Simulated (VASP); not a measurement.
# As₂Te: molecular dynamics at constant energy

As₂Te, I4_1/amd (no. 141), 12 atoms in the cell. PBE, molecular dynamics; PAW potentials Te, As (PBE set).

Ensemble: NVE; Starting temperature (K): 1000.

## Input

INCAR:
```
  GGA = PE
  PREC = Normal
  ENCUT = 210
  EDIFF = 1E-6
  NELMIN = 4
  NELM = 60
  ALGO = Normal
  LREAL = Auto
  LASPH = T
  ISMEAR = 0
  SIGMA = 0.05
  ISYM = 0
  LWAVE = F
  LCHARG = F
  IBRION = 0
  NSW = 60
  POTIM = 3.0
  TEBEG = 1000
  ISIF = 2
  RANDOM_SEED = 662623 0 0
  MDALGO = 1
  ANDERSEN_PROB = 0.0
  KPAR = 2
```

KPOINTS:
```
k-points
0
Monkhorst-Pack
  2 2 2
```

POSCAR:
```
TeAs2
1.0
    7.1129080000      0.0000000000      0.0000000000
    0.0000000000      7.1129080000      0.0000000000
    0.0000000000      0.0000000000      5.8810320000
Te As
4 8
Direct
    0.0000000000      0.0000000000      0.0000000000
    0.0000000000      0.5000000000      0.2500000000
    0.5000000000      0.5000000000      0.5000000000
    0.5000000000      0.0000000000      0.7500000000
    0.0000000000      0.2500000000      0.6250000000
    0.5000000000      0.2500000000      0.1250000000
    0.2500000000      0.5000000000      0.8750000000
    0.2500000000      0.0000000000      0.3750000000
    0.5000000000      0.7500000000      0.1250000000
    0.0000000000      0.7500000000      0.6250000000
    0.7500000000      0.0000000000      0.3750000000
    0.7500000000      0.5000000000      0.8750000000
```

Commands:
```
cat potpaw_PBE.64/Te/POTCAR potpaw_PBE.64/As/POTCAR > POTCAR
mpirun -np 2 vasp_std > vasp.out
```

## Result

- Spread of the conserved energy (meV/atom): 0.12
- Rise of the mean potential energy above the start (meV/atom): 50.3
- Mean temperature (K): 576
- Electronic steps per ionic step after the first: 4.1

Course of the run:

| Time (fs) | Temperature (K) | Potential energy less the first (meV/atom) | Conserved energy less the first (meV/atom) |
|---|---|---|---|
| 3 | 1000 | 0.0 | 0.00 |
| 18 | 896 | 12.4 | 0.03 |
| 30 | 698 | 35.8 | 0.06 |
| 45 | 432 | 67.4 | 0.10 |
| 57 | 308 | 82.1 | 0.12 |
| 72 | 322 | 80.4 | 0.08 |
| 84 | 419 | 68.9 | 0.05 |
| 99 | 531 | 55.6 | 0.02 |
| 111 | 562 | 52.0 | 0.02 |
| 126 | 557 | 52.5 | 0.04 |
| 138 | 578 | 50.0 | 0.03 |
| 153 | 628 | 44.1 | 0.00 |
| 165 | 644 | 42.3 | 0.02 |
| 180 | 662 | 40.1 | 0.05 |

The mean temperature lies below the starting 1000 K, since the atoms start on their sites and part of their kinetic energy turns into potential energy.

REPORT:
```
MDALGO =   1
         ANDERSEN_PROB =  0.00000000
               SCALING =       0
                 CNEXP =     9.000   14.000
           RANDOM_SEED =            662623                0                0

   original number of atomic DOF:         33
   number of independent constraints:      0
   number of active DOF:                  33

========================================
         MD step No.       1
========================================

  Atomic velocities initialized by STEP_tb

  >Energies
                    E_tot             E_pot             E_kin               EPS                ES
   e_b>   -0.46500229E+02   -0.47922097E+02    0.14218688E+01    0.00000000E+00    0.00000000E+00

  >Temperature
               T_sim     T_inst
   tmprt>   1000.000   1000.000

  >Thermostat, num. of collisions:                0

           RANDOM_SEED =            662623              144                0

[... steps left out ...]

========================================
         MD step No.      60
========================================

  >Energies
                    E_tot             E_pot             E_kin               EPS                ES
   e_b>   -0.46499618E+02   -0.47441052E+02    0.94143335E+00    0.00000000E+00    0.00000000E+00

  >Temperature
               T_sim     T_inst
   tmprt>   1000.000    662.110

  >Thermostat, num. of collisions:                0

           RANDOM_SEED =            662623             4392                0
```

OSZICAR:
```
N       E                     dE             d eps       ncg     rms          rms(c)
DAV:   1     0.174393096226E+03    0.17439E+03   -0.14317E+04   312   0.648E+02
DAV:   2    -0.323293276984E+02   -0.20672E+03   -0.19948E+03   386   0.148E+02
DAV:   3    -0.475033701221E+02   -0.15174E+02   -0.14745E+02   392   0.412E+01
DAV:   4    -0.478964283036E+02   -0.39306E+00   -0.38941E+00   392   0.694E+00
DAV:   5    -0.479083439189E+02   -0.11916E-01   -0.11907E-01   401   0.112E+00    0.132E+01
DAV:   6    -0.479154300209E+02   -0.70861E-02   -0.25094E-02   376   0.679E-01    0.799E+00
DAV:   7    -0.479217640552E+02   -0.63340E-02   -0.42112E-02   354   0.907E-01    0.218E-01
DAV:   8    -0.479219960865E+02   -0.23203E-03   -0.13610E-03   400   0.149E-01    0.119E-01
DAV:   9    -0.479221027443E+02   -0.10666E-03   -0.24610E-04   368   0.664E-02    0.251E-02
DAV:  10    -0.479220982278E+02    0.45165E-05   -0.16130E-05   400   0.187E-02    0.154E-02
DAV:  11    -0.479220973728E+02    0.85497E-06   -0.61600E-06   347   0.106E-02
      1 T=  1000. E= -.46500229E+02 F= -.47922097E+02 E0= -.47922097E+02  EK= 0.14219E+01 SP= 0.00E+00 SK= 0.00E+00
[... left out ...]
     58 T=   650. E= -.46499719E+02 F= -.47423952E+02 E0= -.47417009E+02  EK= 0.92423E+00 SP= 0.00E+00 SK= 0.00E+00
     59 T=   655. E= -.46499641E+02 F= -.47430896E+02 E0= -.47423891E+02  EK= 0.93125E+00 SP= 0.00E+00 SK= 0.00E+00
[... last step whole ...]
       N       E                     dE             d eps       ncg     rms          rms(c)
DAV:   1    -0.474410410457E+02   -0.10145E-01   -0.17898E-03   398   0.155E+00    0.673E-03
DAV:   2    -0.474410519329E+02   -0.10887E-04   -0.10175E-04   326   0.360E-02    0.601E-03
DAV:   3    -0.474410519581E+02   -0.25168E-07   -0.32202E-06   281   0.678E-03    0.416E-03
DAV:   4    -0.474410518227E+02    0.13541E-06   -0.43183E-07   226   0.285E-03
     60 T=   662. E= -.46499618E+02 F= -.47441052E+02 E0= -.47434028E+02  EK= 0.94143E+00 SP= 0.00E+00 SK= 0.00E+00
```

Limits: 180 fs of 12 atoms are too short for converged averages.

VASP 6.6.1 took 338 s on 2 cores (Intel Xeon Platinum 8259CL @ 2.50GHz (Skylake/Cascade Lake)), a shared host.
